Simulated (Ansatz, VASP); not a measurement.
# Cross-check of K10Al10Si16B18O79 (glassy 46SiO2-26B2O3-14Al2O3-14K2O (mol %)) between VASP and Ansatz, part 2 of 2

Wanted: the spread between two codes on one cell, functional and k mesh. Of the first pair: The structure shown is the start of the Ansatz relaxation below; VASP solves that cell, so the two are compared at the walk's first step.

VASP 6.6.1 and Ansatz 0.2.0.

So far. Step 3 (VASP: single point, PBE, start cell, pair 1): The run ends at a pressure of 0.12 GPa, with forces up to 0.66 eV/Å.

## 6. VASP: single point, PBE, relaxed atoms in a fixed cell, pair 2

Level of this step: PBE; plane waves and PAW (Si, B, Al, K_sv, O) (VASP).

The same cell, functional and mesh now go to VASP, with its own data sets.

INCAR reads:

```
SYSTEM = K10Al10Si16B18O79
PREC = Accurate
ENCUT = 600
EDIFF = 1E-06
NELM = 120
ISMEAR = 0
SIGMA = 0.01
LREAL = Auto
ALGO = Normal
GGA = PE
NBANDS = 449
LORBIT = 11
LWAVE = .FALSE.
LCHARG = .FALSE.
ISIF = 2
LASPH = .TRUE.
GGA_COMPAT = .FALSE.
EFERMI = MIDGAP
```

POSCAR reads:

```
K10Al10Si16B18O79
1.0
   12.2167300000      0.2976900000     -0.1002200000
    0.2986000000     12.3078800000      0.2317200000
   -0.0979000000      0.2307200000     12.1682300000
Si B Al K O
16 18 10 10 79
Direct
    0.0755800000      0.3402600000      0.6011700000
    0.4803800000      0.2750200000      0.8139800000
    0.4702100000      0.1700400000      0.4664200000
    0.1582300000      0.2365200000      0.1456000000
    0.6974300000      0.0045500000      0.9926100000
    0.6045200000      0.0894900000      0.2816400000
    0.4823700000      0.5280200000      0.4503400000
    0.1575100000      0.2938000000      0.3640800000
    0.1732300000      0.4901600000      0.7775100000
    0.1498700000      0.0873400000      0.6375100000
    0.8570100000      0.1354400000      0.8452200000
    0.8441700000      0.4118000000      0.3066200000
    0.1285400000      0.7343300000      0.2006900000
    0.9245700000      0.5064200000      0.0889000000
    0.1075400000      0.0910700000      0.8706700000
    0.2729000000      0.8955200000      0.3236000000
    0.3285100000      0.4394100000      0.3049200000
    0.6025700000      0.2023800000      0.0865500000
    0.0727500000      0.0284800000      0.0765800000
    0.9915100000      0.7065200000      0.0159800000
    0.2815900000      0.1258800000      0.3253300000
    0.9344100000      0.7736400000      0.3371500000
    0.9130400000      0.4775400000      0.5339000000
    0.3780200000      0.0264300000      0.6250600000
    0.5742300000      0.5528300000      0.8313400000
    0.6168100000      0.4195400000      0.3219400000
    0.3641400000      0.5664500000      0.8864700000
    0.1039700000      0.9587900000      0.4523400000
    0.5576500000      0.4051500000      0.9742900000
    0.3291000000      0.1329100000      0.9131800000
[... 97 atom lines left out ...]
    0.4707100000      0.3573100000      0.9127200000
    0.1627100000      0.4155300000      0.6665100000
    0.1062700000      0.9982500000      0.9712900000
    0.8673400000      0.8487300000      0.2702500000
    0.0173600000      0.9513800000      0.3836500000
    0.2024200000      0.8374200000      0.2277100000
```

KPOINTS reads:

```
Automatic mesh
0
Gamma
1 1 1
0 0 0
```

The projector-augmented-wave data sets are Si, B, Al, K_sv and O (PBE family, release 64).

Command:

```console
$ export OMP_NUM_THREADS=3
$ mpirun -np 1 vasp_gam
```

The log of the run:

```text
[... set-up lines as in an earlier step ...]
 entering main loop
       N       E                     dE             d eps       ncg     rms          rms(c)
DAV:   1     0.754659501392E+04    0.75466E+04   -0.44901E+05   898   0.175E+03
DAV:   2    -0.358636934156E+03   -0.79052E+04   -0.75940E+04  1099   0.429E+02
DAV:   3    -0.108390306588E+04   -0.72527E+03   -0.71937E+03  1068   0.137E+02
DAV:   4    -0.111090246494E+04   -0.26999E+02   -0.26880E+02  1092   0.257E+01
[...]
DAV:  18    -0.984681478124E+03    0.25984E-05   -0.30189E-05  1156   0.937E-03    0.157E-02
DAV:  19    -0.984681475214E+03    0.29096E-05   -0.10855E-05  1052   0.775E-03    0.694E-03
DAV:  20    -0.984681474612E+03    0.60199E-06   -0.75733E-06  1012   0.634E-03
   1 F= -.98468147E+03 E0= -.98468147E+03  d E =0.000000E+00
```

Parts of OUTCAR (step 6):

```text
  Total       -0.1586731      0.7969836     -0.4445588     -4.5565198     -0.1508165     -0.4638625
  in kB       -0.1390888      0.6986155     -0.3896889     -3.9941293     -0.1322019     -0.4066101
  external PRESSURE =       0.0566126 kB  Pullay stress =       0.0000000 kB

 POSITION                                       TOTAL-FORCE (eV/Angst)
 -----------------------------------------------------------------------------------
[...]
4.29127      5.62982      2.39032         0.032004      0.004915     -0.069710
     10.01697      1.76583      8.73492        -0.019183     -0.002962     -0.089232
      5.91918      3.06355      1.27866        -0.024800      0.026606      0.026808
     10.73371      1.55599      3.07087         0.008475     -0.051472      0.007576
      0.57674      9.02800      3.77101         0.016078      0.010882     -0.020826
      1.00348      0.34821      6.66033         0.018061      0.014146      0.000193
      6.41289      5.88590      0.81434        -0.011475      0.052735      0.039307
     10.58380      5.78451      5.29129         0.025106      0.013928      0.025582
      2.28388      2.15758      4.65513        -0.026077     -0.013748      0.023565
      9.13580     11.65554      1.40109        -0.003493      0.012246      0.020585
     11.12178      9.56117      5.41934        -0.005675     -0.034160      0.075525
     12.13640      9.53677     11.10746        -0.004759     -0.021884     -0.072364
      2.74927      7.82723      2.59147         0.055420     -0.043929     -0.019232
[...]
-----------------------------------------------------------------------------------
    total drift:                                0.012152     -0.034126      0.004926

  FREE ENERGIE OF THE ION-ELECTRON SYSTEM (eV)
  ---------------------------------------------------
  free  energy   TOTEN  =      -984.6814746124 eV

  energy  without entropy=     -984.6814746124  energy(sigma->0) =     -984.68147461

[... 1 part as in an earlier step ...]

[... 2 further parts left out ...]
[key lines of the parts left out:]
E-fermi :   2.9875
```

The run ends at a pressure of 0.01 GPa, with forces up to 0.12 eV/Å.

## 7. Side by side

What differs besides the data sets and the points named for the pairs above, as far as they apply: the cutoff is 420 eV in Ansatz and 600 eV in VASP (PREC = Accurate, projectors in real space). Total energies have different zeros and are not compared.

Both answers:

| quantity | Ansatz | VASP | difference |
| --- | --- | --- | --- |
| pressure (GPa) | 0.08 | 0.01 | +0.08 |
| gap on the k mesh (eV) | 3.587 | 3.593 | -0.006 |

Forces on 7 of the 133 atoms, those with the largest forces and the largest differences (eV/Å; atoms numbered as in POSCAR):

| atom | Ansatz x, y, z | VASP x, y, z |
| --- | --- | --- |
| Si11 | -0.004, -0.012, 0.003 | 0.035, 0.039, 0.072 |
| B23 | -0.014, -0.040, -0.002 | -0.088, -0.083, -0.014 |
| B25 | 0.005, 0.037, 0.026 | -0.022, 0.082, 0.018 |
| Al41 | 0.003, 0.032, -0.016 | -0.021, 0.077, -0.042 |
| O74 | 0.007, 0.012, -0.004 | -0.019, -0.003, -0.089 |
| O101 | 0.000, -0.014, -0.012 | 0.061, -0.009, -0.062 |
| O131 | -0.019, 0.013, -0.001 | -0.066, 0.065, -0.028 |

The forces differ by 25 meV/Å r.m.s., which is 92.5 % of the r.m.s. force of 0.027 eV/Å (both taken over all components). A gap on the mesh is an upper bound, since the band edges may lie between its points.

## 8. Results

| Property | Result |
| --- | --- |
| r.m.s. force difference (single point, PBE, start cell, pair 1) | 25 meV/Å |
| r.m.s. force difference (single point, PBE, relaxed atoms in a fixed cell, pair 2) | 25 meV/Å |

The r.m.s. force difference is 25 meV/Å (single point, PBE, start cell, pair 1), beyond the 12 meV/Å picked in this series as the mark of a large difference. What causes the difference of the single point, PBE, start cell, pair 1 pair stays open here. What causes the difference of the single point, PBE, relaxed atoms in a fixed cell, pair 2 pair stays open here. How closely two codes agree says nothing of how well the functional describes the real material.

[Lines on the potential files, build, host, timing and source positions are cut from VASP's logs without a mark.]

[Logs are printed without paths, hosts, clocks, repeated set-up lines and the standing remarks that a program may print on its own settings, such as how far it seeks lower states.]

[Hosts, paths, dates, database ids (printed as entryN), source tags and the programs' standing remarks are cut or masked in the printed files.]
